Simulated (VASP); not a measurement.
Data:

```
Ge
1.0
    0.00000     2.78134     2.78134
    2.78134     0.00000     2.78134
    2.78134     2.78134     0.00000
Ge
2
Direct
  0.00000   0.00000   0.00000
  0.25000   0.25000   0.25000
```

The numbers are results of r2SCAN meta-GGA, VASP's PBE PAW potentials (set 64) (plane waves; VASP), not measurements. Settings: 500 eV cut-off, 8×8×8 Γ-centred mesh, Gaussian smearing of 0.050 eV, potentials Ge_d.

Energy and stress use the plane-wave basis of the starting cell.

### Question
The ions, cell shape and volume at an external pressure of 10.0 GPa are relaxed. Which structure does the run end with?

### Answer

```
Ge
1.0
    0.00000     2.73719     2.73719
    2.73719     0.00000     2.73719
    2.73719     2.73719     0.00000
Ge
2
Direct
  0.00000   0.00000   0.00000
  0.25000   0.25000   0.25000
```
Space group Fd-3m (227), at a tolerance of 0.03 Å.

### Question
How do energy and volume change from the first to the last step?

### Answer
The energy (σ→0) changes by +46.1 meV/atom and the volume by -4.7 %, in 3 ionic steps.

| step | E(σ→0) (eV) | max force (eV/Å) | pressure (GPa) | volume (Å³) |
|---|---|---|---|---|
| 1 | -27.6952 | 0.000 | 5.05 | 43.03 |
| 2 | -27.4407 | 0.000 | 16.36 | 39.02 |
| 3 | -27.6030 | 0.000 | 10.04 | 41.02 |

The compound is Ge in the diamond structure. This run relaxes it under an external pressure of 10 GPa. Symmetry was kept, so distortions that lower it aren't found.
